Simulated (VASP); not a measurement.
Output of a VASP run:

File OSZICAR:
```
       N       E                     dE             d eps       ncg     rms          rms(c)
DAV:   1    -0.223777621564E+02   -0.22378E+02   -0.34180E-05   440   0.298E-02    0.433E-03
DAV:   2    -0.223777620925E+02    0.63967E-07   -0.23987E-06   406   0.970E-03    0.252E-03
DAV:   3    -0.223777620268E+02    0.65633E-07   -0.11279E-07   315   0.250E-03    0.195E-03
DAV:   4    -0.223777619718E+02    0.55036E-07   -0.18493E-07   329   0.242E-03
   1 F= -.22377762E+02 E0= -.22377762E+02  d E =-.368106E-16
```

### OUTCAR
```
------------------------ aborting loop because EDIFF is reached ----------------------------------------
  FORCE on cell =-STRESS in cart. coord.  units (eV):
  Direction    XX          YY          ZZ          XY          YZ          ZX
  --------------------------------------------------------------------------------------
  Total       -1.0331119     -1.0331119     -0.3727073      0.0000000     -0.0000000     -0.0000000
  in kB       -2.9116888     -2.9116888     -1.0504260      0.0000000     -0.0000000     -0.0000000
  external PRESSURE =      -2.2912679 kB  Pullay stress =       0.0000000 kB
  volume of cell :      568.48
      direct lattice vectors                 reciprocal lattice vectors
     4.532021493  0.000000000  0.000000000     0.220652087  0.000000000  0.000000000
     0.000000000  4.532021493  0.000000000     0.000000000  0.220652087  0.000000000
     0.000000000  0.000000000 27.677640742     0.000000000  0.000000000  0.036130247
 POSITION                                       TOTAL-FORCE (eV/Angst)
 -----------------------------------------------------------------------------------
      0.00000      2.26601      9.13980        -0.000000     -0.000000      0.017373
      2.26601      0.00000     12.17686        -0.000000     -0.000000     -0.027346
      0.00000      2.26601     15.50078         0.000000      0.000000      0.027346
      2.26601      0.00000     18.53784        -0.000000     -0.000000     -0.017373
      0.00000      2.26601     12.28300        -0.000000     -0.000000     -0.023089
      2.26601      0.00000      8.94740        -0.000000     -0.000000      0.017454
      0.00000      2.26601     18.73024        -0.000000      0.000000     -0.017454
      2.26601      0.00000     15.39464         0.000000     -0.000000      0.023089
 -----------------------------------------------------------------------------------
    total drift:                                0.000000      0.000000      0.000000
  FREE ENERGIE OF THE ION-ELECTRON SYSTEM (eV)
  ---------------------------------------------------
  free  energy   TOTEN  =       -22.3777619718 eV

  energy  without entropy=      -22.3777619718  energy(sigma->0) =      -22.37776197

 total charge

# of ion       s       p       d       tot
------------------------------------------
    1        0.042   5.973   0.000   6.016
    2        0.044   5.976   0.000   6.020
    3        0.044   5.976   0.000   6.020
    4        0.042   5.973   0.000   6.016
    5        1.493   2.844   0.003   4.340
    6        1.492   2.836   0.002   4.330
    7        1.492   2.836   0.002   4.330
    8        1.493   2.844   0.003   4.340
--------------------------------------------------
tot          6.143  35.259   0.010  41.411
```
(Selected blocks of OUTCAR.)

POSCAR:
```
NaI(100) slab
1
    4.5320214931     0.0000000000     0.0000000000
    0.0000000000     4.5320214931     0.0000000000
    0.0000000000     0.0000000000    27.6776407416
Na I
4 4
Direct
  1.0000000000   0.5000000000   0.3302231135
  0.5000000000   1.0000000000   0.4399530210
  0.0000000000   0.5000000000   0.5600469790
  0.5000000000   1.0000000000   0.6697768865
  1.0000000000   0.5000000000   0.4437877568
  0.5000000000   0.0000000000   0.3232716572
  0.0000000000   0.5000000000   0.6767283428
  0.5000000000   1.0000000000   0.5562122432
```

**Question.** Write an INCAR and KPOINTS that could have produced this output.

**Answer.** One answer among several that fit: the input of the run itself, PBEsol GGA, plane waves, VASP's PBE PAW potentials (set 64).

**INCAR**
```
ALGO = Normal
DIPOL = 0.5 0.5 0.5
EDIFF = 1E-6
ENCUT = 400
GGA = PS
IDIPOL = 3
ISMEAR = 0
LASPH = .True.
LCHARG = .False.
LDIPOL = .True.
LMAXMIX = 4
LORBIT = 11
LREAL = .False.
LVHAR = .True.
LWAVE = .False.
NELM = 100
NELMIN = 4
PREC = Normal
SIGMA = 0.05
SYSTEM = NaI(100) slab
```

KPOINTS:
```
Automatic mesh
0
Gamma
5 5 1
0 0 0
```

POTCAR, in this order: Na_pv I (PBE.64 set). Program: vasp_std. Read from the step before: WAVECAR.

The cell is a thin slab with vacuum, built from NaI (rock salt): (100) face.
